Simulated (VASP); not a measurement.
Wanted: the native input for a VASP 6.6.1 run.

```yaml
Task: single point
Functional: PBE
Potentials_or_basis: VASP PAW PBE potentials, release 64 (Mg, Re)
Cutoff: 520 eV
k_mesh: 14 × 14 × 14
Occupations: gaussian, width 0.15 eV
Spin: no spin polarisation
Dipole_correction: no
Further_INCAR_settings: ALGO = Fast; EDIFF = 1e-06; NBANDS = 20
```

The structure of MgRe3 lies in POSCAR:

```
MgRe3
1.0
    0.0000000000      3.1128587139      3.1128587139
    3.1128587139      0.0000000000      3.1128587139
    3.1128587139      3.1128587139      0.0000000000
Mg Re
1 3
Direct
    0.0000000000      0.0000000000      0.0000000000
    0.2500000000      0.2500000000      0.2500000000
    0.5000000000      0.5000000000      0.5000000000
    0.7500000000      0.7500000000      0.7500000000
```

The cell comes from a database or a generator and needn't be the stable form of this composition.

One way to write it, as run:

INCAR

```
SYSTEM = MgRe3
PREC = Accurate
ENCUT = 520
EDIFF = 1E-6
ISMEAR = 0
SIGMA = 0.15
LREAL = .FALSE.
LASPH = .TRUE.
NELM = 100
ALGO = Fast
ISIF = 2
LWAVE = .FALSE.
LCHARG = .FALSE.
GGA = PE
NBANDS = 20
```

KPOINTS

```
Automatic mesh
0
G
  14 14 14
  0 0 0
```

Potentials or basis: VASP PAW PBE potentials, release 64 (Mg, Re).

Launch:

```sh
$ cat potpaw_PBE.64/Mg/POTCAR potpaw_PBE.64/Re/POTCAR > POTCAR
$ mpirun -np 1 vasp_std > vasp.out
```

Results of the run:

The pressure is -0.6 GPa and the band gap on the k mesh is none (metal or under the smearing width).

It took 85 s on 1 thread of Intel(R) Xeon(R) 6975P-C (Granite Rapids), on a shared host, peak memory 0.29 GiB.
